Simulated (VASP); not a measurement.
VASP runs on Pt3Ti (space group Pm-3m) share one base input (PBE GGA, plane waves, VASP's PBE PAW potentials (set 64)) and change the settings named in each case.

File POSCAR:
```
Pt3Ti
1
    3.9200000000     0.0000000000     0.0000000000
    0.0000000000     3.9200000000     0.0000000000
    0.0000000000     0.0000000000     3.9200000000
Ti Pt
1 3
Direct
  0.0000000000   0.0000000000   0.0000000000
  0.0000000000   0.5000000000   0.5000000000
  0.5000000000   0.0000000000   0.5000000000
  0.5000000000   0.5000000000   0.0000000000
```

**INCAR**
```
ALGO  =  Normal
EDIFF  =  1E-6
ENCUT  =  300
GGA  =  PE
ISIF  =  2
ISMEAR  =  -1
LASPH  =  .TRUE.
LCHARG  =  .FALSE.
LMAXMIX  =  6
LREAL  =  .FALSE.
LWAVE  =  .FALSE.
NELM  =  100
PREC  =  Accurate
SIGMA  =  0.1
SYSTEM  =  Pt3Ti
```

**KPOINTS**
```
K-points
0
Gamma
6 6 6
```

POTCAR, in this order: Ti_sv Pt (PBE.64 set). Program: vasp_std.

```tsv
change	E(σ→0) (eV/atom)	pressure (GPa)	−TS (eV)
base run	-7.3813	4.40	-0.0630
GGA removed, POTCAR Ti_sv Pt (LDA.64 set)	-8.6439	-9.22	-0.0642
GGA_COMPAT = .FALSE., LNONCOLLINEAR = .TRUE., LSORBIT = .TRUE., MAGMOM = 0.0 0.0 0.0 0.0 0.0 0.0 0.0 0.0 0.0 0.0 0.0 0.0, program vasp_ncl	-7.6509	4.33	-0.0564
KPOINTS 4×4×4 Γ-centred mesh	-7.3852	…	…
```

**Question.** Complete the blanks.

**Answer.** 
- KPOINTS 4×4×4 Γ-centred mesh, pressure (GPa): 4.21
- KPOINTS 4×4×4 Γ-centred mesh, −TS (eV): -0.0691

Energies of different potentials or functionals have different zeros.  Unless said otherwise, spin-orbit coupling is left out, though it shifts the bands of the heavy elements here. At 300 eV the pressure can carry a Pulay error.

Left out are runs that ran out of time, are held back, or changed the cell or the kind of run, fixed moments of cells without a moment, rows past the twelfth, gaps on odd meshes, pressures of charged cells and columns that move by less than the noise.

The structure is a typed Pt3Ti crystal (Pm-3m). The cell was not relaxed at this level.
